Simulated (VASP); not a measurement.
Method: PBE GGA, VASP's PBE PAW potentials (set 64) (plane waves; VASP).

VASP input:

### POSCAR
```
RuAl
1
    2.9900000000     0.0000000000     0.0000000000
    0.0000000000     2.9900000000     0.0000000000
    0.0000000000     0.0000000000     2.9900000000
Al Ru
1 1
Direct
  0.4968740000   0.5033170000   0.4972960000
  0.0031260000  -0.0033170000   0.0027040000
```

**KPOINTS**
```
Automatic
0
G
13 13 13
0.5 0.5 0.5
```

### INCAR
```
SYSTEM = RuAl
PREC = Accurate; ENCUT = 420; LREAL = .FALSE.
LASPH = .TRUE.
EDIFF = 1E-09; NELM = 100; ALGO = Normal
LMAXMIX = 4
ISMEAR = 0; SIGMA = 0.136
GGA = PE
IBRION = 2; NSW = 50; ISIF = 3
EDIFFG = -0.005
LWAVE = .FALSE.; LCHARG = .FALSE.
```

POTCAR, in this order: Al Ru_pv (PBE.64 set). Program: vasp_std.

The run wrote:

### OUTCAR
```
 ion  position               nearest neighbor table
   1  0.497  0.503  0.497-   2 2.56   2 2.58   2 2.58   2 2.58   2 2.60   2 2.60   2 2.60   2 2.62
  LATTYP: Found a simple cubic cell.
 ALAT       =     2.9900000000
 Subroutine PRICEL returns:
 Original cell was already a primitive cell.
 Subroutine GETGRP returns: Found  1 space group operations
The static configuration has the point symmetry C_1 .
The dynamic configuration has the point symmetry C_1 .
 Subroutine INISYM returns: Found  1 space group operations
 Subroutine IBZKPT returns following result:
 Found   1099 irreducible k-points:

 Following reciprocal coordinates:
            Coordinates               Weight
  0.038462  0.038462  0.038462      2.000000
 -0.038462  0.038462  0.038462      2.000000
 -0.038462 -0.038462  0.038462      2.000000
  0.038462 -0.038462  0.038462      2.000000
  0.115385  0.038462  0.038462      2.000000
  0.038462  0.115385  0.038462      2.000000
  0.038462  0.038462  0.115385      2.000000
 -0.038462  0.115385  0.038462      2.000000
 -0.115385  0.038462  0.038462      2.000000
 -0.038462  0.038462  0.115385      2.000000
...
```

OSZICAR:
```
       N       E                     dE             d eps       ncg     rms          rms(c)
DAV:   1     0.933649532703E+02    0.93365E+02   -0.84973E+03 27768   0.112E+03
DAV:   2    -0.130865540818E+02   -0.10645E+03   -0.10231E+03 29076   0.314E+02
DAV:   3    -0.149146793498E+02   -0.18281E+01   -0.17890E+01 31288   0.424E+01
DAV:   4    -0.149332895823E+02   -0.18610E-01   -0.18598E-01 30816   0.427E+00
DAV:   5    -0.149337472183E+02   -0.45764E-03   -0.45762E-03 32856   0.576E-01    0.122E+01
DAV:   6    -0.143421269645E+02    0.59162E+00   -0.36353E+00 28016   0.218E+01    0.240E+00
DAV:   7    -0.142698076473E+02    0.72319E-01   -0.28995E-01 28012   0.638E+00    0.209E+00
DAV:   8    -0.142552635622E+02    0.14544E-01   -0.19432E-02 29936   0.150E+00    0.207E-01
DAV:   9    -0.142551105738E+02    0.15299E-03   -0.42735E-04 30696   0.209E-01    0.138E-01
DAV:  10    -0.142551088905E+02    0.16833E-05   -0.38498E-05 32840   0.798E-02    0.120E-02
DAV:  11    -0.142551067481E+02    0.21424E-05   -0.45862E-06 30420   0.273E-02    0.809E-03
DAV:  12    -0.142551064780E+02    0.27010E-06   -0.13415E-07 35876   0.341E-03    0.246E-03
DAV:  13    -0.142551063238E+02    0.15416E-06   -0.93107E-09 30196   0.129E-03    0.385E-04
DAV:  14    -0.142551063005E+02    0.23342E-07   -0.39081E-10 16336   0.261E-04    0.732E-05
DAV:  15    -0.142551063025E+02   -0.20336E-08   -0.70511E-11 13960   0.114E-04    0.160E-05
DAV:  16    -0.142551063040E+02   -0.14718E-08   -0.14149E-11 13596   0.441E-05    0.502E-06
DAV:  17    -0.142551063032E+02    0.73896E-09   -0.52454E-12 13580   0.261E-05
   1 F= -.14255106E+02 E0= -.14247297E+02  d E =-.142551E+02
       N       E                     dE             d eps       ncg     rms          rms(c)
DAV:   1    -0.146478504772E+02   -0.39274E+00   -0.68456E+00 26860   0.407E+01    0.498E+00
DAV:   2    -0.143169921644E+02    0.33086E+00   -0.26517E+00 27572   0.190E+01    0.206E+00
DAV:   3    -0.142546429628E+02    0.62349E-01   -0.19492E-01 27540   0.513E+00    0.416E-01
DAV:   4    -0.142542384007E+02    0.40456E-03   -0.11307E-02 29484   0.778E-01    0.128E-01
DAV:   5    -0.142544180288E+02   -0.17963E-03   -0.78973E-04 31472   0.322E-01    0.718E-02
DAV:   6    -0.142544658271E+02   -0.47798E-04   -0.90726E-05 30024   0.994E-02    0.141E-02
DAV:   7    -0.142544660300E+02   -0.20288E-06   -0.64578E-06 32532   0.244E-02    0.407E-03
DAV:   8    -0.142544664121E+02   -0.38209E-06   -0.36768E-07 30584   0.722E-03    0.138E-03
DAV:   9    -0.142544665592E+02   -0.14710E-06   -0.18669E-08 30352   0.129E-03    0.246E-04
DAV:  10    -0.142544665283E+02    0.30895E-07   -0.15965E-09 20144   0.662E-04    0.155E-04
DAV:  11    -0.142544665254E+02    0.28549E-08   -0.19593E-10 13812   0.154E-04    0.635E-05
DAV:  12    -0.142544665201E+02    0.53246E-08   -0.53335E-11 13640   0.611E-05    0.241E-05
DAV:  13    -0.142544665177E+02    0.24309E-08   -0.17546E-11 13508   0.339E-05    0.903E-06
DAV:  14    -0.142544665182E+02   -0.51682E-09   -0.60813E-12 13492   0.171E-05
   2 F= -.14254467E+02 E0= -.14246258E+02  d E =0.639785E-03
       N       E                     dE             d eps       ncg     rms          rms(c)
DAV:   1    -0.143630515463E+02   -0.10859E+00   -0.18060E+00 27136   0.207E+01    0.286E+00
DAV:   2    -0.142720189376E+02    0.91033E-01   -0.63974E-01 27436   0.940E+00    0.111E+00
DAV:   3    -0.142600825596E+02    0.11936E-01   -0.42015E-02 27420   0.242E+00    0.253E-01
DAV:   4    -0.142600224348E+02    0.60125E-04   -0.29701E-03 29444   0.440E-01    0.698E-02
DAV:   5    -0.142600584899E+02   -0.36055E-04   -0.48144E-05 34584   0.587E-02    0.435E-02
DAV:   6    -0.142600755126E+02   -0.17023E-04   -0.13546E-05 29716   0.329E-02    0.629E-03
DAV:   7    -0.142600760330E+02   -0.52044E-06   -0.47318E-07 37528   0.645E-03    0.240E-03
DAV:   8    -0.142600757448E+02    0.28817E-06   -0.13254E-08 29712   0.136E-03    0.195E-04
DAV:   9    -0.142600757340E+02    0.10783E-07   -0.50439E-10 17664   0.257E-04    0.803E-05
DAV:  10    -0.142600757373E+02   -0.32603E-08   -0.10222E-10 14032   0.986E-05    0.102E-05
DAV:  11    -0.142600757400E+02   -0.27098E-08   -0.23391E-11 13556   0.498E-05    0.618E-06
DAV:  12    -0.142600757413E+02   -0.12724E-08   -0.78017E-12 13520   0.210E-05    0.294E-06
DAV:  13    -0.142600757412E+02    0.32742E-10   -0.32808E-12 13468   0.131E-05
   3 F= -.14260076E+02 E0= -.14252078E+02  d E =-.496944E-02
       N       E                     dE             d eps       ncg     rms          rms(c)
DAV:   1    -0.142618290592E+02   -0.17533E-02   -0.53409E-01 26652   0.148E+01    0.453E-01
DAV:   2    -0.142619782711E+02   -0.14921E-03   -0.43165E-02 26900   0.258E+00    0.167E-01
DAV:   3    -0.142617105770E+02    0.26769E-03   -0.11188E-03 30028   0.397E-01    0.520E-02
DAV:   4    -0.142616938911E+02    0.16686E-04   -0.15685E-04 29436   0.109E-01    0.142E-02
DAV:   5    -0.142616954631E+02   -0.15720E-05   -0.39347E-06 32732   0.173E-02    0.893E-03
DAV:   6    -0.142616970160E+02   -0.15530E-05   -0.71843E-07 29620   0.838E-03    0.226E-03
DAV:   7    -0.142616971757E+02   -0.15968E-06   -0.46501E-08 33924   0.268E-03    0.565E-04
DAV:   8    -0.142616971766E+02   -0.86857E-09   -0.45565E-09 29420   0.833E-04
   4 F= -.14261697E+02 E0= -.14253736E+02  d E =-.162144E-02
       N       E                     dE             d eps       ncg     rms          rms(c)
DAV:   1    -0.142617666851E+02   -0.69509E-04   -0.29672E-02 26632   0.350E+00    0.106E-01
DAV:   2    -0.142617743691E+02   -0.76840E-05   -0.23942E-03 26896   0.606E-01    0.389E-02
DAV:   3    -0.142617602469E+02    0.14122E-04   -0.61569E-05 30044   0.933E-02    0.121E-02
DAV:   4    -0.142617599921E+02    0.25488E-06   -0.86737E-06 29472   0.259E-02    0.321E-03
DAV:   5    -0.142617601858E+02   -0.19375E-06   -0.20565E-07 32592   0.393E-03    0.203E-03
DAV:   6    -0.142617604185E+02   -0.23272E-06   -0.38424E-08 29680   0.190E-03    0.513E-04
DAV:   7    -0.142617604533E+02   -0.34799E-07   -0.24563E-09 30296   0.620E-04    0.124E-04
DAV:   8    -0.142617604518E+02    0.15029E-08   -0.25172E-10 13820   0.198E-04    0.359E-05
DAV:   9    -0.142617604496E+02    0.22076E-08   -0.36922E-11 13564   0.775E-05    0.108E-05
DAV:  10    -0.142617604477E+02    0.19052E-08   -0.82119E-12 13536   0.280E-05    0.440E-06
DAV:  11    -0.142617604481E+02   -0.43337E-09   -0.30603E-12 13408   0.139E-05
   5 F= -.14261760E+02 E0= -.14253808E+02  d E =-.168471E-02
```

OUTCAR:
```
------------------------ aborting loop because EDIFF is reached ----------------------------------------
  FORCE on cell =-STRESS in cart. coord.  units (eV):
  Direction    XX          YY          ZZ          XY          YZ          ZX
  --------------------------------------------------------------------------------------
  Total        0.0078661      0.0081592      0.0072786      0.0053339      0.0046154     -0.0043499
  in kB        0.4657793      0.4831339      0.4309952      0.3158429      0.2732956     -0.2575760
  external PRESSURE =       0.4599695 kB  Pullay stress =       0.0000000 kB
  volume of cell :       27.06
      direct lattice vectors                 reciprocal lattice vectors
     3.002119307 -0.000378695  0.000308833     0.333098030  0.000042015 -0.000034261
    -0.000378695  3.002088863 -0.000327670     0.000042014  0.333101408  0.000036352
     0.000308831 -0.000327669  3.002180042    -0.000034261  0.000036352  0.333091290
 POSITION                                       TOTAL-FORCE (eV/Angst)
 -----------------------------------------------------------------------------------
      1.50096      1.50076      1.50102         0.000999     -0.001060      0.000863
     -0.00031      3.00202     -0.00027        -0.000999      0.001060     -0.000863
 -----------------------------------------------------------------------------------
    total drift:                                0.000002     -0.000003      0.000002
  FREE ENERGIE OF THE ION-ELECTRON SYSTEM (eV)
  ---------------------------------------------------
  free  energy   TOTEN  =       -14.2617604481 eV

  energy  without entropy=      -14.2458552529  energy(sigma->0) =      -14.25380785

 reached required accuracy - stopping structural energy minimisation
```
(Selected blocks of OUTCAR.)

CONTCAR:
```
RuAl
   1.00000000000000
     3.0021193073304229   -0.0003786945831526    0.0003088333381989
    -0.0003786954350411    3.0020888631251061   -0.0003276704115110
     0.0003088311950510   -0.0003276690956621    3.0021800418847930
  Al              Ru
     1     1
Direct
     0.4999778215214553    0.5000235355232671    0.4999808273267058
     0.0000221784785446    0.9999764644767329    0.0000191726732942
```

File OUTCAR:
```
 val. band max:       10.5386810172   @ k =  -0.3462  -0.3462   0.4231

 cond. band min:      10.5613720373   @ k =   0.2692   0.1923   0.4231


 Fermi energy:        10.5477566955

 k-point     1 :       0.0385    0.0385    0.0385
  band No.  band energies     occupation
      1     -31.2017      2.00000
      2     -31.2013      2.00000
      3     -31.2011      2.00000
      4       1.0401      2.00000
      5       7.0908      2.00000
      6       7.0908      2.00000
      7      10.6476      0.29931
      8      10.6817      0.16379
      9      10.6829      0.16005
     10      16.5365      0.00000
     11      16.5376      0.00000
     12      16.5965      0.00000

 k-point     2 :      -0.0385    0.0385    0.0385
  band No.  band energies     occupation
      1     -31.2016      2.00000
      2     -31.2012      2.00000
      3     -31.2012      2.00000
      4       1.0401      2.00000
      5       7.0908      2.00000
      6       7.0908      2.00000
      7      10.6477      0.29862
      8      10.6815      0.16443
      9      10.6829      0.15992
     10      16.5369      0.00000
     11      16.5371      0.00000
     12      16.5965      0.00000

 k-point     3 :      -0.0385   -0.0385    0.0385
  band No.  band energies     occupation
      1     -31.2017      2.00000
      2     -31.2012      2.00000
      3     -31.2012      2.00000
      4       1.0401      2.00000
      5       7.0908      2.00000
      6       7.0908      2.00000
      7      10.6476      0.29912
      8      10.6816      0.16398
      9      10.6829      0.16000
     10      16.5366      0.00000
     11      16.5375      0.00000
     12      16.5965      0.00000

 k-point     4 :       0.0385   -0.0385    0.0385
  band No.  band energies     occupation
      1     -31.2016      2.00000
      2     -31.2012      2.00000
      3     -31.2012      2.00000
      4       1.0401      2.00000
      5       7.0908      2.00000
      6       7.0908      2.00000
...
```

The structure is a typed RuAl crystal. In the starting cell atoms are displaced from their ideal sites. This run relaxes it. The run is one of a series of settings (EDIFF = 1E-09, EDIFFG = -0.005, ENCUT = 420, IBRION = 2, ISIF = 3, NSW = 50, KPOINTS 13×13×13 Γ-centred mesh shifted by (0.5, 0.5, 0.5) against the base run), some of them coarse on purpose. The electron count is odd and the run is not spin-polarised, which forces a metal.
